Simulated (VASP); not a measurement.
**SiC (Moissanite 3C): what each functional gives for the gap**

How does the band gap of SiC (Moissanite 3C) depend on the functional? The starting structure is a measured crystal structure from the Crystallography Open Database. Cell and atoms stay as given. Meshes and data sets differ where the inputs say so.

Method: Kohn-Sham DFT with plane waves and PAW; LDA, PBE, r2SCAN, TB-mBJ, HSE06, PBE0 and r2SCAN-EpsX, in VASP 6.6.1.

**1. Set-up**

It takes space group F-43m (No. 216, cubic). The conventional cell has a = 4.358 Å, b = 4.358 Å, c = 4.358 Å, α = 90.00°, β = 90.00°, γ = 90.00°. Nearest to Si lie 4 C at 1.89 Å. C has 4 Si at 1.89 Å nearest. Farther neighbours are not listed.

**2. Bands with LDA**

LDA, the lowest rung, knows the local density alone.

Contents of INCAR:

```
SYSTEM = SiC
PREC = Accurate
ENCUT = 460
EDIFF = 1E-06
NELM = 100
ISMEAR = 0
SIGMA = 0.03
LREAL = .FALSE.
ALGO = Normal
GGA = CA
NBANDS = 16
LORBIT = 11
LWAVE = .FALSE.
LCHARG = .FALSE.
KPAR = 4
```

Contents of POSCAR:

```
SiC
1.0
    0.0000000000      2.1790000000      2.1790000000
    2.1790000000      0.0000000000      2.1790000000
    2.1790000000      2.1790000000      0.0000000000
Si C
1 1
Direct
    0.0000000000      0.0000000000      0.0000000000
    0.7500000000      0.7500000000      0.7500000000
```

Contents of KPOINTS:

```
Automatic mesh
0
Gamma
8 8 8
0 0 0
```

Contents of KPOINTS_OPT:

```
Line mode
10
Line-mode
Reciprocal
  0.00000000   0.00000000   0.00000000 GAMMA
  0.50000000   0.00000000   0.50000000 X

  0.50000000   0.00000000   0.50000000 X
  0.50000000   0.25000000   0.75000000 W

  0.50000000   0.25000000   0.75000000 W
  0.37500000   0.37500000   0.75000000 K

  0.37500000   0.37500000   0.75000000 K
  0.00000000   0.00000000   0.00000000 GAMMA

  0.00000000   0.00000000   0.00000000 GAMMA
  0.50000000   0.50000000   0.50000000 L

  0.50000000   0.50000000   0.50000000 L
  0.62500000   0.25000000   0.62500000 U

  0.62500000   0.25000000   0.62500000 U
  0.50000000   0.25000000   0.75000000 W

  0.50000000   0.25000000   0.75000000 W
  0.50000000   0.50000000   0.50000000 L

  0.50000000   0.50000000   0.50000000 L
  0.37500000   0.37500000   0.75000000 K

  0.62500000   0.25000000   0.62500000 U
  0.50000000   0.00000000   0.50000000 X
```

The projector-augmented-wave data sets are Si and C (LDA family, release 64).

On the command line:

```bash
mpirun -np 4 vasp_std
```

Output:

```text
[banner, memory and clock lines left out]
running    4 mpi-ranks, on    1 nodes
 distrk:  each k-point on    1 cores,    4 groups
 distr:  one band on    1 cores,    1 groups

 POSCAR found type information on POSCAR SiC
 POSCAR found :  2 types and       2 ions
 LDA part: xc-table for (Slater(with rela. corr.)+CA(PZ))
 , standard interpolation
 POSCAR, INCAR and KPOINTS ok, starting setup
 FFT: planning ... GRIDC
 FFT: planning ... GRID_SOFT
 FFT: planning ... GRID
 WAVECAR not read
 entering main loop
       N       E                     dE             d eps       ncg     rms          rms(c)
DAV:   1     0.146316734233E+00    0.14632E+00   -0.33842E+03   968   0.381E+02
DAV:   2    -0.182915499154E+02   -0.18438E+02   -0.17864E+02  1264   0.886E+01
DAV:   3    -0.186712736398E+02   -0.37972E+00   -0.37948E+00  1072   0.960E+00
DAV:   4    -0.186721361713E+02   -0.86253E-03   -0.86252E-03  1304   0.600E-01
DAV:   5    -0.186721387729E+02   -0.26016E-05   -0.26015E-05  1048   0.293E-02    0.906E+00
DAV:   6    -0.167254212581E+02    0.19467E+01   -0.58961E+00  1200   0.814E+00    0.380E+00
DAV:   7    -0.166598144589E+02    0.65607E-01   -0.39831E-01  1256   0.271E+00    0.188E+00
DAV:   8    -0.166391721341E+02    0.20642E-01   -0.23419E-02  1080   0.725E-01    0.163E-01
DAV:   9    -0.166385819774E+02    0.59016E-03   -0.28773E-03  1192   0.212E-01    0.877E-02
DAV:  10    -0.166385918681E+02   -0.98907E-05   -0.12272E-04  1096   0.538E-02    0.337E-02
DAV:  11    -0.166385924318E+02   -0.56375E-06   -0.14173E-06  1240   0.576E-03
   1 F= -.16638592E+02 E0= -.16638592E+02  d E =-.175861E-17
 Start KPOINTS_OPT (optional k-point list driver)
k-point batch [1-29\100]
       N       E                     dE             ncg
DAV:   1     0.993866066298E+03   -0.74605E+04      952
DAV:   2     0.488035678396E+03   -0.50583E+03     1264
DAV:   3     0.477236354856E+03   -0.10799E+02     1128
DAV:   4     0.477213429342E+03   -0.22926E-01     1200
DAV:   5     0.477213365249E+03   -0.64093E-04     1160
DAV:   6     0.477213365011E+03   -0.23818E-06     1104
[...]
k-point batch [88-100\100]
       N       E                     dE             ncg
DAV:   1     0.575733865590E+04   -0.43645E+04      448
DAV:   2     0.553242912683E+04   -0.22491E+03      536
DAV:   3     0.552877180419E+04   -0.36573E+01      552
DAV:   4     0.552876419631E+04   -0.76079E-02      504
DAV:   5     0.552876417466E+04   -0.21651E-04      536
DAV:   6     0.552876417457E+04   -0.87616E-07      464
```

Wall time 6.8 s (4 MPI ranks of AMD EPYC 7R43, shared host); peak memory 0.38 GiB.

The logs omit lines about the potential files and the build; timing stands in the text.

Parts of OUTCAR (step 2):

```text
ion  position               nearest neighbor table
   1  0.000  0.000  0.000-   2 1.89   2 1.89   2 1.89   2 1.89
   2  0.750  0.750  0.750-   1 1.89   1 1.89   1 1.89   1 1.89

  LATTYP: Found a face centered cubic cell.
 ALAT       =     4.3580000000

 Subroutine GETGRP returns: Found 24 space group operations
 (whereof 24 operations were pure point group operations)

The static configuration has the point symmetry T_d .

 Found     29 irreducible k-points:

   k-points           NKPTS =     29   k-points in BZ     NKDIM =     29   number of bands    NBANDS=     16

   dimension x,y,z NGX =    24 NGY =   24 NGZ =   24
   dimension x,y,z NGXF=    48 NGYF=   48 NGZF=   48

   ENCUT  =  460.0 eV  33.81 Ry    5.81 a.u.   5.39  5.39  5.39*2*pi/ulx,y,z

   NELECT =       8.0000    total number of electrons

 k-points in reciprocal lattice and weights: Automatic mesh
   0.00000000  0.00000000  0.00000000       0.002
   0.12500000  0.00000000  0.00000000       0.016
   0.25000000  0.00000000  0.00000000       0.016
   0.37500000  0.00000000  0.00000000       0.016
   0.50000000  0.00000000  0.00000000       0.008
   0.12500000  0.12500000  0.00000000       0.012
   0.25000000  0.12500000  0.00000000       0.047
   0.37500000  0.12500000  0.00000000       0.047
   0.50000000  0.12500000  0.00000000       0.047
[...]
-0.37500000  0.50000000  0.12500000       0.023
  -0.25000000  0.50000000  0.25000000       0.012

 average (electrostatic) potential at core
       1 -81.9331       2 -49.0309

 E-fermi :   8.2319

 k-point     1 :       0.0000    0.0000    0.0000
  band No.  band energies     occupation
      1      -7.2536      2.00000
      2       8.0631      2.00000
      3       8.0631      2.00000
      4       8.0631      2.00000
      5      14.3537      0.00000
      6      15.2538      0.00000
      7      15.2538      0.00000
      8      15.2538      0.00000
      9      22.5223      0.00000
    ...

 k-point     2 :       0.1250    0.0000    0.0000
  band No.  band energies     occupation
      1      -6.9479      2.00000
      2       6.5922      2.00000
      3       7.8606      2.00000
      4       7.8606      2.00000
      5      14.5171      0.00000
      6      15.6040      0.00000
      7      15.6040      0.00000
      8      15.8200      0.00000
      9      21.2846      0.00000
    ...

 k-point     3 :       0.2500    0.0000    0.0000
  band No.  band energies     occupation
      1      -6.0525      2.00000
      2       3.7915      2.00000
      3       7.4543      2.00000
      4       7.4543      2.00000
      5      14.0042      0.00000
      6      15.8587      0.00000
      7      15.8587      0.00000
      8      17.3168      0.00000
      9      21.0985      0.00000
    ...

  Total       -0.5297078     -0.5297078     -0.5297078      0.0000000     -0.0000000      0.0000000
  in kB      -41.0152383    -41.0152383    -41.0152383      0.0000000     -0.0000000      0.0000000
  external PRESSURE =     -41.0152383 kB  Pullay stress =       0.0000000 kB

  energy-cutoff  :      460.00
  volume of cell :       20.69
      direct lattice vectors                 reciprocal lattice vectors
     0.000000000  2.179000000  2.179000000    -0.229463056  0.229463056  0.229463056
     2.179000000  0.000000000  2.179000000     0.229463056 -0.229463056  0.229463056
     2.179000000  2.179000000  0.000000000     0.229463056  0.229463056 -0.229463056

 POSITION                                       TOTAL-FORCE (eV/Angst)
 -----------------------------------------------------------------------------------
      0.00000      0.00000      0.00000        -0.000000     -0.000000     -0.000000
      3.26850      3.26850      3.26850         0.000000      0.000000      0.000000
 -----------------------------------------------------------------------------------
    total drift:                               -0.000000     -0.000000     -0.000000

  FREE ENERGIE OF THE ION-ELECTRON SYSTEM (eV)
  ---------------------------------------------------
  free  energy   TOTEN  =       -16.6385924318 eV

  energy  without entropy=      -16.6385924318  energy(sigma->0) =      -16.63859243

 total charge
# of ion       s       p       d       tot
------------------------------------------
    1        0.713   0.982   0.000   1.695
    2        0.830   1.711   0.000   2.540
--------------------------------------------------
tot          1.542   2.693   0.000   4.236

[... 3 further parts left out ...]
```

At this level the cell is under a tension of 4.1 GPa, so at these settings it is away from equilibrium.

LDA gives a least gap of 1.303 eV, and a least direct gap of 4.497 eV.

**3. Bands with PBE**

PBE, the usual starting point, adds the gradient of the density.

INCAR, as its differences from that of step 2:

```diff
@@ -9,3 +9,3 @@
 ALGO = Normal
-GGA = CA
+GGA = PE
 NBANDS = 16
```

POSCAR is that of step 2.

KPOINTS is that of step 2.

KPOINTS_OPT is that of step 2.

The projector-augmented-wave data sets are Si and C (PBE family, release 64).

On the command line:

```bash
mpirun -np 4 vasp_std
```

Output:

```text
[banner, memory and clock lines left out]
running    4 mpi-ranks, on    1 nodes
[...]
LDA part: xc-table for (Slater+PW92), standard interpolation
 POSCAR, INCAR and KPOINTS ok, starting setup
[...]
entering main loop
       N       E                     dE             d eps       ncg     rms          rms(c)
DAV:   1     0.192678271882E+01    0.19268E+01   -0.33971E+03   968   0.382E+02
DAV:   2    -0.165362142949E+02   -0.18463E+02   -0.17885E+02  1264   0.886E+01
DAV:   3    -0.169116435691E+02   -0.37543E+00   -0.37520E+00  1080   0.954E+00
DAV:   4    -0.169124113097E+02   -0.76774E-03   -0.76773E-03  1304   0.564E-01
[...]
DAV:  10    -0.150585025164E+02   -0.10723E-03   -0.21033E-04  1064   0.712E-02    0.295E-02
DAV:  11    -0.150585069507E+02   -0.44343E-05   -0.27824E-05  1240   0.222E-02    0.673E-03
DAV:  12    -0.150585074189E+02   -0.46823E-06   -0.22988E-06  1072   0.622E-03
   1 F= -.15058507E+02 E0= -.15058507E+02  d E =-.875329E-23
 Start KPOINTS_OPT (optional k-point list driver)
k-point batch [1-29\100]
       N       E                     dE             ncg
DAV:   1     0.100015364605E+04   -0.74543E+04      952
DAV:   2     0.491346335699E+03   -0.50881E+03     1256
DAV:   3     0.480621105166E+03   -0.10725E+02     1120
DAV:   4     0.480599960129E+03   -0.21145E-01     1192
DAV:   5     0.480599904061E+03   -0.56068E-04     1160
DAV:   6     0.480599903864E+03   -0.19679E-06     1072
[...]
k-point batch [88-100\100]
       N       E                     dE             ncg
DAV:   1     0.575942658137E+04   -0.43624E+04      448
DAV:   2     0.553371610670E+04   -0.22571E+03      544
DAV:   3     0.553009859739E+04   -0.36175E+01      544
DAV:   4     0.553009155925E+04   -0.70381E-02      512
DAV:   5     0.553009154024E+04   -0.19000E-04      520
DAV:   6     0.553009154017E+04   -0.73091E-07      480
```

The job ended after 7.2 s (4 MPI ranks; peak memory 0.38 GiB; 26 s of CPU time).

From OUTCAR (step 3):

```text
  Total        0.4010457      0.4010457      0.4010457      0.0000000      0.0000000     -0.0000000
  in kB       31.0529400     31.0529400     31.0529400      0.0000000      0.0000000     -0.0000000
  external PRESSURE =      31.0529400 kB  Pullay stress =       0.0000000 kB

  FREE ENERGIE OF THE ION-ELECTRON SYSTEM (eV)
  ---------------------------------------------------
  free  energy   TOTEN  =       -15.0585074189 eV

  energy  without entropy=      -15.0585074189  energy(sigma->0) =      -15.05850742

[... 3 parts as in an earlier step ...]

[... 1 further part left out ...]
[key lines of the parts left out:]
E-fermi :   8.3071
```

PBE gives a least gap of 1.356 eV, and a least direct gap of 4.541 eV. The least gap is +0.053 eV from that of LDA.

**4. Bands with r2SCAN**

r2SCAN adds the kinetic-energy density, costs more than a GGA and is run with LASPH.

INCAR, as its differences from that of step 3:

```diff
@@ -9,3 +9,4 @@
 ALGO = Normal
-GGA = PE
+METAGGA = R2SCAN
+LASPH = .TRUE.
 NBANDS = 16
```

POSCAR is that of step 3.

KPOINTS is that of step 3.

KPOINTS_OPT is that of step 3.

On the command line:

```bash
mpirun -np 4 vasp_std
```

Output:

```text
[banner, memory and clock lines left out]
running    4 mpi-ranks, on    1 nodes
[...]
|                                                                             |
|               ----> ADVICE to this user running VASP <----                  |
|                                                                             |
|     You enforced a specific xc type in the INCAR file but a different       |
|     [... a line on the potential file left out ...]
|     I HOPE YOU KNOW WHAT YOU ARE DOING!                                     |
|                                                                             |

 LDA part: xc-table for (None), standard interpolation
 POSCAR, INCAR and KPOINTS ok, starting setup
[...]
entering main loop
       N       E                     dE             d eps       ncg     rms          rms(c)
DAV:   1    -0.293953071665E+01   -0.29395E+01   -0.35134E+03   968   0.394E+02
DAV:   2    -0.219463698487E+02   -0.19007E+02   -0.18412E+02  1256   0.915E+01
DAV:   3    -0.223249973231E+02   -0.37863E+00   -0.37840E+00  1072   0.972E+00
DAV:   4    -0.223257573971E+02   -0.76007E-03   -0.76006E-03  1296   0.572E-01
[...]
DAV:   9    -0.193283065806E+02   -0.44899E-04   -0.38310E-04  1216   0.107E-01    0.118E-01
DAV:  10    -0.193284129350E+02   -0.10635E-03   -0.11125E-04  1136   0.644E-02    0.980E-03
DAV:  11    -0.193284120527E+02    0.88228E-06   -0.24801E-06  1168   0.710E-03
   1 F= -.19328412E+02 E0= -.19328412E+02  d E =-.344288E-41
 Start KPOINTS_OPT (optional k-point list driver)
k-point batch [1-29\100]
       N       E                     dE             ncg
DAV:   1     0.928618309257E+03   -0.75258E+04      952
DAV:   2     0.394537177488E+03   -0.53408E+03     1264
DAV:   3     0.383509312425E+03   -0.11028E+02     1104
DAV:   4     0.383487281697E+03   -0.22031E-01     1216
DAV:   5     0.383487219812E+03   -0.61885E-04     1104
DAV:   6     0.383487219582E+03   -0.23003E-06     1120
[...]
k-point batch [88-100\100]
       N       E                     dE             ncg
DAV:   1     0.571960094438E+04   -0.44022E+04      456
DAV:   2     0.548810433206E+04   -0.23150E+03      544
DAV:   3     0.548465110079E+04   -0.34532E+01      536
DAV:   4     0.548464429707E+04   -0.68037E-02      528
DAV:   5     0.548464427683E+04   -0.20238E-04      520
DAV:   6     0.548464427675E+04   -0.82928E-07      480
```

Run time: 28 s. Hardware: 4 MPI ranks; peak memory 0.4 GiB; 1.8 min of CPU time.

From OUTCAR (step 4):

```text
  Total       -0.0622081     -0.0622081     -0.0622081     -0.0000000      0.0000000     -0.0000000
  in kB       -4.8167672     -4.8167672     -4.8167672     -0.0000000      0.0000000     -0.0000000
  external PRESSURE =      -4.8167672 kB  Pullay stress =       0.0000000 kB

 POSITION                                       TOTAL-FORCE (eV/Angst)
 -----------------------------------------------------------------------------------
      0.00000      0.00000      0.00000        -0.000000     -0.000000     -0.000000
      3.26850      3.26850      3.26850         0.000000      0.000000      0.000000
 -----------------------------------------------------------------------------------
    total drift:                                0.000001      0.000001      0.000001

  FREE ENERGIE OF THE ION-ELECTRON SYSTEM (eV)
  ---------------------------------------------------
  free  energy   TOTEN  =       -19.3284120527 eV

  energy  without entropy=      -19.3284120527  energy(sigma->0) =      -19.32841205

[... 2 parts as in an earlier step ...]

[... 1 further part left out ...]
[key lines of the parts left out:]
E-fermi :   8.2621
```

r2SCAN gives a least gap of 1.724 eV, and a least direct gap of 5.058 eV. The least gap is +0.421 eV from that of LDA.

**5. Bands with TB-mBJ**

TB-mBJ is a local potential fitted to gaps: it costs far less than a hybrid but gives no energy. Its energies, forces and stress mean nothing.

INCAR, as its differences from that of step 4:

```diff
@@ -4,3 +4,3 @@
 EDIFF = 1E-06
-NELM = 100
+NELM = 150
 ISMEAR = 0
@@ -9,3 +9,3 @@
 ALGO = Normal
-METAGGA = R2SCAN
+METAGGA = MBJ
 LASPH = .TRUE.
```

POSCAR is that of step 4.

KPOINTS is that of step 4.

KPOINTS_OPT is that of step 4.

On the command line:

```bash
mpirun -np 4 vasp_std
```

Output:

```text
[banner, memory and clock lines left out]
running    4 mpi-ranks, on    1 nodes
[...]
[... a notice as in an earlier step ...]

 LDA part: xc-table for (None), standard interpolation
 POSCAR, INCAR and KPOINTS ok, starting setup
[...]
entering main loop
       N       E                     dE             d eps       ncg     rms          rms(c)
DAV:   1     0.374459761994E+02    0.37446E+02   -0.34411E+03   968   0.387E+02
DAV:   2     0.191142385856E+02   -0.18332E+02   -0.17766E+02  1256   0.886E+01
DAV:   3     0.187596861600E+02   -0.35455E+00   -0.35435E+00  1096   0.921E+00
DAV:   4     0.187591655749E+02   -0.52059E-03   -0.52058E-03  1248   0.462E-01
[...]
DAV:  38     0.230514978562E+02   -0.65983E-05   -0.11227E-09   464   0.130E-04    0.631E-05
DAV:  39     0.230515054962E+02    0.76400E-05   -0.31592E-10   464   0.631E-05    0.269E-05
DAV:  40     0.230515059036E+02    0.40742E-06   -0.13047E-10   464   0.487E-05
   1 F= 0.23051506E+02 E0= 0.23051506E+02  d E =-.517969E-22
 Start KPOINTS_OPT (optional k-point list driver)
k-point batch [1-29\100]
       N       E                     dE             ncg
DAV:   1     0.953267345925E+03   -0.75011E+04      944
DAV:   2     0.430698253275E+03   -0.52257E+03     1264
DAV:   3     0.420843989511E+03   -0.98543E+01     1128
DAV:   4     0.420828300933E+03   -0.15689E-01     1216
DAV:   5     0.420828270851E+03   -0.30082E-04     1120
DAV:   6     0.420828270779E+03   -0.72542E-07     1064
[...]
k-point batch [88-100\100]
       N       E                     dE             ncg
DAV:   1     0.573191418054E+04   -0.43899E+04      448
DAV:   2     0.550503595462E+04   -0.22688E+03      560
DAV:   3     0.550191946085E+04   -0.31165E+01      520
DAV:   4     0.550191473148E+04   -0.47294E-02      504
DAV:   5     0.550191472226E+04   -0.92212E-05      536
DAV:   6     0.550191472224E+04   -0.23520E-07      464
```

The job ended after 20 s (4 MPI ranks; peak memory 0.44 GiB).

OUTCAR, selected parts (step 5):

```text
  Total       10.8394729     10.8394729     10.8394729      0.0000000      0.0000000      0.0000000
  in kB      839.2996872    839.2996872    839.2996872      0.0000000      0.0000000      0.0000000
  external PRESSURE =     839.2996872 kB  Pullay stress =       0.0000000 kB

 POSITION                                       TOTAL-FORCE (eV/Angst)
 -----------------------------------------------------------------------------------
      0.00000      0.00000      0.00000        -0.000000     -0.000000     -0.000000
      3.26850      3.26850      3.26850         0.000000      0.000000      0.000000
 -----------------------------------------------------------------------------------
    total drift:                               -0.000010     -0.000010     -0.000011

  FREE ENERGIE OF THE ION-ELECTRON SYSTEM (eV)
  ---------------------------------------------------
  free  energy   TOTEN  =        23.0515059036 eV

  energy  without entropy=       23.0515059036  energy(sigma->0) =       23.05150590

[... 2 parts as in an earlier step ...]

[... 1 further part left out ...]
[key lines of the parts left out:]
E-fermi :   8.0753
```

TB-mBJ gives a least gap of 2.345 eV, and a least direct gap of 5.526 eV. The least gap is +1.042 eV from that of LDA.

(Part 1 of 2 ends here.)

[Lines on the potential files, build, host, timing and source positions are cut from VASP's logs without a mark.]

[Logs are printed without paths, hosts, clocks, repeated set-up lines and the standing remarks that a program may print on its own settings, such as how far it seeks lower states.]

[Hosts, paths, dates, database ids (printed as entryN), source tags and the programs' standing remarks are cut or masked in the printed files.]
